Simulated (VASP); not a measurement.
These are PBE GGA, VASP's PBE PAW potentials (set 64) (plane waves; VASP) values and carry that method's errors.

Input for VASP

**INCAR**
```
SYSTEM = Si
PREC = Accurate; ENCUT = 400; LREAL = .FALSE.
LASPH = .TRUE.
EDIFF = 1E-6; NELM = 100; ALGO = Normal
ISMEAR = 0; SIGMA = 0.05
GGA = PE
ISIF = 2
LWAVE = .FALSE.; LCHARG = .FALSE.
```

### KPOINTS
```
Automatic mesh
0
Gamma
6 6 6
0 0 0
```

**POSCAR**
```
Si
1
    0.0000000000     2.7698100000     2.7698100000
    2.7698100000     0.0000000000     2.7698100000
    2.7698100000     2.7698100000     0.0000000000
Si
2
Direct
  0.0000000000   0.0000000000   0.0000000000
  0.2500000000   0.2500000000   0.2500000000
```

POTCAR, in this order: Si (PBE.64 set). Program: vasp_std.

What VASP printed:

### OSZICAR
```
       N       E                     dE             d eps       ncg     rms          rms(c)
DAV:   1     0.396119944281E+01    0.39612E+01   -0.27016E+03   256   0.613E+02
DAV:   2    -0.107523175245E+02   -0.14714E+02   -0.14513E+02   392   0.735E+01
DAV:   3    -0.109599414956E+02   -0.20762E+00   -0.20762E+00   328   0.107E+01
DAV:   4    -0.109611079340E+02   -0.11664E-02   -0.11664E-02   440   0.757E-01
DAV:   5    -0.109611081873E+02   -0.25329E-06   -0.25324E-06   312   0.129E-02    0.452E+00
DAV:   6    -0.108580008031E+02    0.10311E+00   -0.64741E-02   320   0.133E+00    0.276E+00
DAV:   7    -0.108087830584E+02    0.49218E-01   -0.12974E-01   320   0.201E+00    0.152E-01
DAV:   8    -0.108100070315E+02   -0.12240E-02   -0.35279E-03   288   0.443E-01    0.728E-02
DAV:   9    -0.108102305385E+02   -0.22351E-03   -0.22805E-04   376   0.114E-01    0.536E-02
DAV:  10    -0.108102561635E+02   -0.25625E-04   -0.30971E-05   304   0.412E-02    0.792E-03
DAV:  11    -0.108102559379E+02    0.22562E-06   -0.49713E-07   360   0.494E-03
   1 F= -.10810256E+02 E0= -.10810256E+02  d E =-.101948E-15
```

**OUTCAR**
```
------------------------ aborting loop because EDIFF is reached ----------------------------------------
  FORCE on cell =-STRESS in cart. coord.  units (eV):
  Direction    XX          YY          ZZ          XY          YZ          ZX
  --------------------------------------------------------------------------------------
  Total       -0.8289340     -0.8289340     -0.8289340     -0.0000000      0.0000000     -0.0000000
  in kB      -31.2500406    -31.2500406    -31.2500406     -0.0000000      0.0000000     -0.0000000
  external PRESSURE =     -31.2500406 kB  Pullay stress =       0.0000000 kB
  volume of cell :       42.50
      direct lattice vectors                 reciprocal lattice vectors
     0.000000000  2.769810000  2.769810000    -0.180517797  0.180517797  0.180517797
     2.769810000  0.000000000  2.769810000     0.180517797 -0.180517797  0.180517797
     2.769810000  2.769810000  0.000000000     0.180517797  0.180517797 -0.180517797
 POSITION                                       TOTAL-FORCE (eV/Angst)
 -----------------------------------------------------------------------------------
      0.00000      0.00000      0.00000         0.000000     -0.000000      0.000000
      1.38491      1.38491      1.38491        -0.000000      0.000000     -0.000000
 -----------------------------------------------------------------------------------
    total drift:                                0.000000      0.000000     -0.000000
  FREE ENERGIE OF THE ION-ELECTRON SYSTEM (eV)
  ---------------------------------------------------
  free  energy   TOTEN  =       -10.8102559379 eV

  energy  without entropy=      -10.8102559379  energy(sigma->0) =      -10.81025594
```
(Selected blocks of OUTCAR.)

The compound is Si in the diamond structure. The cell was not relaxed at this level.
